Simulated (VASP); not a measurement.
```
CELL_PARAMETERS angstrom
      0.00000     3.00742     3.00742
      3.00742     0.00000     3.00742
      3.00742     3.00742     0.00000
ATOMIC_POSITIONS crystal
  Pb 0.00000 0.00000 0.00000
  S  0.50000 0.50000 0.50000
```

Calculation: PBEsol GGA, VASP's PBE PAW potentials (set 64) (plane waves; VASP). Settings: 520 eV cut-off, 8×8×8 Γ-centred mesh, Gaussian smearing of 0.050 eV, potentials Pb_d S.

Unless said otherwise, spin-orbit coupling is left out, though it shifts the bands of the heavy elements here.

Estimate the energy per atom (σ→0), pressure, band gap (on the k-mesh) with the smallest direct gap where there is one.

```json
{
 "band gap (on the k-mesh)": "0.40 eV",
 "smallest direct gap (on the k-mesh)": "0.40 eV",
 "energy per atom (σ→0)": "-4.714 eV/atom",
 "pressure": "-3.04 GPa"
}
```

Total energies compare only between runs with the same potentials, cut-off and functional.

The compound is PbS in the rock salt structure. This cell is one point of a volume scan, at 1.06 of the reference volume.
